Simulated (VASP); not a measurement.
Here is the system:

```
GeSi
1.0
    3.89861     0.00000     0.00000
   -1.94931     3.37630     0.00000
    0.00000     0.00000     6.43154
Si Ge
2 2
Cartesian
  0.00000   2.25087   0.00215
  1.94931   1.12543   3.21792
  0.00000   2.25087   2.40968
  1.94931   1.12543   5.62545
```

Method: PBEsol GGA, VASP's PBE PAW potentials (set 64) (plane waves; VASP). Run with 400 eV cut-off, Gaussian smearing of 0.050 eV, potentials Si Ge_d.

Question: Give the energies of bands 13 to 21 at the high-symmetry points, in eV from the valence-band maximum.

Answer: 
```tsv
band	Γ	M	K	A	L	H
13	-7.51	-8.04	-7.09	-4.57	-7.62	-7.79
14	-1.60	-6.41	-7.09	-4.57	-7.62	-7.79
15	-1.59	-4.79	-5.28	-0.97	-2.60	-4.56
16	-0.30	-3.19	-3.67	-0.97	-2.60	-4.56
17	0.00	-3.04	-3.67	-0.97	-2.53	-2.10
18	0.00	-1.53	-3.41	-0.97	-2.53	-2.10
19	0.40	0.34	0.96	1.21	0.62	1.35
20	1.53	1.98	4.81	1.21	0.62	1.35
21	2.03	3.20	4.81	3.08	1.77	3.72
```

The gap is indirect, 0.34 eV, from the valence maximum at Γ to the conduction minimum at M.

The structure was generated: SiGe was put into the wurtzite type (P6_3mc), which need not be its known phase. It was relaxed first, which changed the volume by +12 %.
